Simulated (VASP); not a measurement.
Level of theory: RPBE GGA, VASP's PBE PAW potentials (set 64) (plane waves; VASP).

The input files of a VASP run:

### INCAR
```
ALGO=Normal
EDIFF=1E-7
ENCUT=520
GGA=RP
ISIF=2
ISMEAR=0
LASPH=.TRUE.
LCHARG=.FALSE.
LMAXMIX=4
LREAL=.FALSE.
LWAVE=.FALSE.
NELM=100
PREC=Accurate
SIGMA=0.05
SYSTEM=BaF2
```

File KPOINTS:
```
K-points
0
gamma
  6 6 6
0 0 0
```

File POSCAR:
```
BaF2
1
    0.0000000000     3.1968652405     3.1968652405
    3.1968652405     0.0000000000     3.1968652405
    3.1968652405     3.1968652405     0.0000000000
Ba F
1 2
Direct
  0.0000000000   0.0000000000   0.0000000000
  0.2500000000   0.2500000000   0.2500000000
  0.7500000000   0.7500000000   0.7500000000
```

POTCAR, in this order: Ba_sv F (PBE.64 set). Program: vasp_std.

### Question
What will the output report for the number of irreducible k-points (NKPTS), largest plane-wave count, number of space-group operations, FFT grid (NGX, NGY, NGZ)?

### Answer

| Quantity | Value |
|---|---|
| number of irreducible k-points (NKPTS) | 16 |
| largest plane-wave count | 1807 |
| number of space-group operations | 48 |
| FFT grid (NGX, NGY, NGZ) | 36 × 36 × 36 |

The compound is BaF2 in the fluorite structure. It was relaxed first, which changed the volume by +10 %.
